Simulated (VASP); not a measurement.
Here is the system:

```yaml
crystal:
  lattice:
    - [1.96908, -3.41055, 0.00000]
    - [1.96908, 3.41055, 0.00000]
    - [0.00000, 0.00000, 6.09361]
  atoms:
    - { symbol: La, position: [0.33333, 0.66667, 0.24546] }
    - { symbol: La, position: [0.66667, 0.33333, 0.75454] }
    - { symbol: O, position: [0.00000, 0.00000, 0.00000] }
    - { symbol: O, position: [0.33333, 0.66667, 0.64629] }
    - { symbol: O, position: [0.66667, 0.33333, 0.35371] }
```

Calculation: TPSS meta-GGA, VASP's PBE PAW potentials (set 64) (plane waves; VASP). Numerical set-up: 520 eV cut-off, 7×7×4 Γ-centred mesh, tetrahedra with Blöchl corrections, potentials La O.

### Question
Predict the energy per atom (σ→0), band gap (over mesh and band path) with the smallest direct gap where there is one.

### Answer

* **band gap (over mesh and band path)**: 3.97 eV
* **smallest direct gap (over mesh and band path)**: 4.12 eV
* **energy per atom (σ→0)**: -12.743 eV/atom

Total energies compare only between runs with the same potentials, cut-off and functional.

The compound is La2O3 in the a-type structure. It was relaxed first.
